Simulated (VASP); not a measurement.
# Na2ZrS2: relaxation of cell and atoms with PBE+U

Crystal: Na2ZrS2.

```
Na Zr S
1.0
    -2.47618    2.47618    4.04035
     2.47618   -2.47618    4.04035
     2.47618    2.47618   -4.04035
Na Zr S
2 1 2
Direct
  0.35677 0.35677 0.00000
  0.64323 0.64323 0.00000
  0.00000 0.00000 0.00000
  0.75000 0.25000 0.50000
  0.25000 0.75000 0.50000
```

The cell was built by a generator and needn't be a form met in nature.

```json
{
  "Program": "VASP 6.6.1",
  "Task": "relaxation of cell and atoms",
  "Functional": "PBE",
  "Potentials or basis": "VASP PAW PBE potentials, release 64 (Na_pv, Zr_sv, S)",
  "Cutoff": "600 eV",
  "k mesh": "6 × 6 × 6",
  "Occupations": "fermi-dirac, width 0.05 eV",
  "Spin": "no spin polarisation",
  "Hubbard terms": "Zr d U = 4 eV",
  "Further INCAR settings": "ALGO = Normal; EDIFF = 1e-06; IBRION = 2; EDIFFG = -0.005; NSW = 40; ISIF = 3"
}
```

```yaml
Relaxed_volume: 19.89 Å³/atom
Relaxed_cell: a = 5.397 Å, b = 5.397 Å, c = 5.397 Å, α = 125.95°, β = 125.95°, γ = 79.97°
Space_group_after_relaxing_to_0.05_Å: I4/mmm (No. 139)
Energy_gained_by_relaxing: 16.0 meV/atom
Ionic_steps: 12
Pressure_after_relaxing: 0.0 GPa
Band_gap_on_the_k_mesh: none (metal or under the smearing width)
```

Step by step:
```
step  energy change (eV)  largest force (eV/Å)  pressure (GPa)  volume (Å³)
   1              0.0000                0.0629            0.18        99.09
   2             -0.0715                0.2039            0.06        99.39
   3             -0.0723                0.2027            0.07        99.41
   4             -0.0738                0.1990            0.09        99.44
   5             -0.0755                0.1925            0.11        99.49
   6             -0.0750                0.1801            0.17        99.61
   7             -0.0760                0.1873            0.13        99.54
   8             -0.0788                0.0935           -0.08        99.84
   9             -0.0793                0.0322           -0.22       100.04
  10             -0.0802                0.0084           -0.08        99.60
  11             -0.0802                0.0002           -0.03        99.45
  12             -0.0802                0.0010           -0.02        99.44
```

Final structure:
```cif
data_structure
_symmetry_space_group_name_H-M 'P 1'
_symmetry_Int_Tables_number 1
_cell_length_a 5.3965
_cell_length_b 5.3965
_cell_length_c 5.3965
_cell_angle_alpha 125.953
_cell_angle_beta 125.953
_cell_angle_gamma 79.965
_cell_volume 99.44
loop_
_atom_site_label
_atom_site_type_symbol
_atom_site_fract_x
_atom_site_fract_y
_atom_site_fract_z
_atom_site_occupancy
Na1 Na 0.36009 0.36009 0.00000 1
Na2 Na 0.63991 0.63991 0.00000 1
Zr1 Zr 0.00000 0.00000 0.00000 1
S1 S 0.75000 0.25000 0.50000 1
S2 S 0.25000 0.75000 0.50000 1
```

Levels at points of the mesh, in eV from the Fermi level:
```csv
k point,band 15,band 16,band 17,band 18,band 19,band 20,band 21,band 22,band 23
"(0.00, 0.00, 0.00)",-3.74,-3.08,-1.69,-1.69,-0.82,-0.18,0.50,2.56,2.56
"(0.50, 0.00, 0.00)",-3.66,-3.64,-3.34,-3.20,-0.16,0.53,1.58,2.19,2.49
"(0.50, 0.50, 0.00)",-3.98,-2.95,-1.60,-1.24,-0.96,0.91,1.40,2.26,2.31
"(0.50, 0.50, 0.50)",-4.31,-1.98,-1.98,-1.97,-0.38,0.16,1.24,1.53,1.53
```

Eigenvalues of the final occupation matrices:
```tsv
site	spin	trace	eigenvalues
site 3 d	1	0.71	0.04 0.07 0.07 0.07 0.45
site 3 d	2	0.71	0.04 0.07 0.07 0.07 0.45
```

Wall time 26 min on 1 thread of AMD EPYC 7R13 Processor (Zen 3), with other jobs on the host, peak memory 0.36 GiB.

Caveat: U without spin polarisation on a metal has little footing.
